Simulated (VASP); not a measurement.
Method: revTPSS meta-GGA, VASP's PBE PAW potentials (set 64) (plane waves; VASP).

The input files of a VASP run:

**INCAR**
```
ALGO = Normal
EDIFF = 1E-7
ENCUT = 520
ISIF = 2
ISMEAR = 0
LASPH = .True.
LCHARG = .False.
LMAXMIX = 4
LMIXTAU = .True.
LREAL = .False.
LWAVE = .False.
METAGGA = RTPSS
NELM = 100
PREC = Accurate
SIGMA = 0.05
SYSTEM = GaP
```

POSCAR:
```
GaP
1
    0.0000000000     2.7814910337     2.7814910337
    2.7814910337     0.0000000000     2.7814910337
    2.7814910337     2.7814910337     0.0000000000
Ga P
1 1
Direct
  1.0000000000   0.0000000000   1.0000000000
  0.2500000000   0.2500000000   0.2500000000
```

File KPOINTS:
```
Regular mesh
0
Gamma
  8 8 8
0 0 0
```

POTCAR, in this order: Ga_d P (PBE.64 set). Program: vasp_std.

The run wrote:

### OSZICAR
```
       N       E                     dE             d eps       ncg     rms          rms(c)
DAV:   1     0.726077230346E+02    0.72608E+02   -0.93445E+03   802   0.196E+03
DAV:   2    -0.177324447353E+01   -0.74381E+02   -0.71531E+02   814   0.301E+02
DAV:   3    -0.658047879445E+01   -0.48072E+01   -0.47668E+01   964   0.715E+01
DAV:   4    -0.666193158179E+01   -0.81453E-01   -0.81414E-01   934   0.990E+00
DAV:   5    -0.666347989472E+01   -0.15483E-02   -0.15482E-02   944   0.108E+00    0.537E+00
DAV:   6    -0.435804946651E+01    0.23054E+01   -0.53249E+00   835   0.328E+01    0.285E+00
DAV:   7    -0.429675528757E+01    0.61294E-01   -0.46666E-01  1072   0.687E+00    0.181E+00
DAV:   8    -0.424004253711E+01    0.56713E-01   -0.29433E-01   754   0.551E+00    0.101E+00
DAV:   9    -0.442420597078E+01   -0.18416E+00   -0.46906E-01   799   0.658E+00    0.552E-01
DAV:  10    -0.436526418560E+01    0.58942E-01   -0.29993E-01   789   0.450E+00    0.468E-01
DAV:  11    -0.438488318175E+01   -0.19619E-01   -0.11190E-02   879   0.108E+00    0.168E-01
DAV:  12    -0.438436690382E+01    0.51628E-03   -0.61351E-04   867   0.272E-01    0.191E-01
DAV:  13    -0.438502938718E+01   -0.66248E-03   -0.65996E-04   804   0.327E-01    0.205E-01
DAV:  14    -0.438630204226E+01   -0.12727E-02   -0.10191E-03   799   0.262E-01    0.962E-02
DAV:  15    -0.438631021209E+01   -0.81698E-05   -0.24238E-05   995   0.364E-02    0.968E-02
DAV:  16    -0.438631050350E+01   -0.29141E-06   -0.50803E-07   863   0.546E-03    0.946E-02
DAV:  17    -0.438626945269E+01    0.41051E-04   -0.40067E-05   819   0.484E-02    0.464E-02
DAV:  18    -0.438630409905E+01   -0.34646E-04   -0.61628E-05   799   0.693E-02    0.173E-02
DAV:  19    -0.438631717501E+01   -0.13076E-04   -0.13772E-05   827   0.282E-02    0.135E-02
DAV:  20    -0.438632067392E+01   -0.34989E-05   -0.81889E-06   849   0.267E-02    0.719E-03
DAV:  21    -0.438632025916E+01    0.41476E-06   -0.29872E-06   834   0.174E-02    0.340E-03
DAV:  22    -0.438632074952E+01   -0.49036E-06   -0.58685E-07   842   0.102E-02    0.449E-03
DAV:  23    -0.438632112781E+01   -0.37830E-06   -0.22550E-07   839   0.487E-03    0.221E-03
DAV:  24    -0.438632097957E+01    0.14824E-06   -0.59692E-08   462   0.242E-03    0.164E-03
DAV:  25    -0.438632107105E+01   -0.91482E-07   -0.22713E-08   397   0.166E-03
   1 F= -.43863211E+01 E0= -.43863211E+01  d E =-.118527E-10
```

OUTCAR:
```
------------------------ aborting loop because EDIFF is reached ----------------------------------------
  FORCE on cell =-STRESS in cart. coord.  units (eV):
  Direction    XX          YY          ZZ          XY          YZ          ZX
  --------------------------------------------------------------------------------------
  Total       -1.1397006     -1.1397006     -1.1397006     -0.0000000      0.0000000     -0.0000000
  in kB      -42.4266143    -42.4266143    -42.4266143     -0.0000000      0.0000000     -0.0000000
  external PRESSURE =     -42.4266143 kB  Pullay stress =       0.0000000 kB
  volume of cell :       43.04
      direct lattice vectors                 reciprocal lattice vectors
     0.000000000  2.781491034  2.781491034    -0.179759702  0.179759702  0.179759702
     2.781491034  0.000000000  2.781491034     0.179759702 -0.179759702  0.179759702
     2.781491034  2.781491034  0.000000000     0.179759702  0.179759702 -0.179759702
  FREE ENERGIE OF THE ION-ELECTRON SYSTEM (eV)
  ---------------------------------------------------
  free  energy   TOTEN  =        -4.3863210711 eV

  energy  without entropy=       -4.3863210710  energy(sigma->0) =       -4.38632107
```
(Selected blocks of OUTCAR.)

The compound is GaP in the zinc blende structure. This cell is one point of a volume scan, at 1.06 of the reference volume.
